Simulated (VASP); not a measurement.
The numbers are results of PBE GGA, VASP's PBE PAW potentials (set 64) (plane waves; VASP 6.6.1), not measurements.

VASP ran on this input.

INCAR:
```
# general
SYSTEM  = Tl
PREC    = Accurate
ENCUT   = 300   # plane-wave cut-off (eV)
LREAL   = .False.   # projection in real space or not
LASPH   = .True.   # aspherical one-centre terms

# electronic loop
EDIFF   = 1E-6
NELM    = 100
ALGO    = Normal   # blocked Davidson
LMAXMIX = 4

# smearing
ISMEAR  = -1   # Fermi-Dirac
SIGMA   = 0.1   # width (eV)

# functional
GGA     = PE

# ions
ISIF    = 2

# output
LWAVE   = .False.
LCHARG  = .False.
```

### POSCAR
```
Tl
1
    3.4770620000     0.0000000000     0.0000000000
   -1.7385310000     3.0112240000     0.0000000000
    0.0000000000     0.0000000000    11.1642100000
Tl
4
Direct
  0.0000000000   0.0000000000   0.0000000000
  0.0000000000   0.0000000000   0.5000000000
  0.3333330000   0.6666670000   0.2500000000
  0.6666670000   0.3333330000   0.7500000000
```

KPOINTS:
```
K-points
0
G
  11 11 3
0 0 0
```

POTCAR, in this order: Tl_d (PBE.64 set). Program: vasp_std.

At this cut-off the stress carries a Pulay error, which pulls relaxed volumes low. Unless said otherwise, spin-orbit coupling is left out, though it shifts the bands of the heavy elements here.

Question: What does the run give for the energy per atom (σ→0), pressure, band gap (on the k-mesh)?

Answer: 
The energy per atom (σ→0) is -2.207 eV/atom, the band gap (on the k-mesh) is none (metal, semimetal or under 0.01 eV) and the pressure is 1.58 GPa.

File OSZICAR:
```
...
DAV:   5    -0.895888497096E+01   -0.47780E-03   -0.47780E-03  2271   0.355E-01    0.428E+00
DAV:   6    -0.887911219092E+01    0.79773E-01   -0.15834E-01  2075   0.254E+00    0.299E+00
DAV:   7    -0.886568625924E+01    0.13426E-01   -0.10422E-01  2033   0.204E+00    0.659E-01
DAV:   8    -0.886293107787E+01    0.27552E-02   -0.14967E-02  2040   0.762E-01    0.447E-02
DAV:   9    -0.886294949899E+01   -0.18421E-04   -0.82886E-05  2348   0.578E-02    0.185E-02
DAV:  10    -0.886296257256E+01   -0.13074E-04   -0.27708E-05  2082   0.375E-02    0.111E-02
DAV:  11    -0.886296294497E+01   -0.37241E-06   -0.39449E-06  1953   0.136E-02
   1 F= -.88629629E+01 E0= -.88293942E+01  d E =-.671374E-01
```

The structure comes from a computed database's Tl entry; how it stands against other phases isn't given here. The cell was not relaxed at this level.
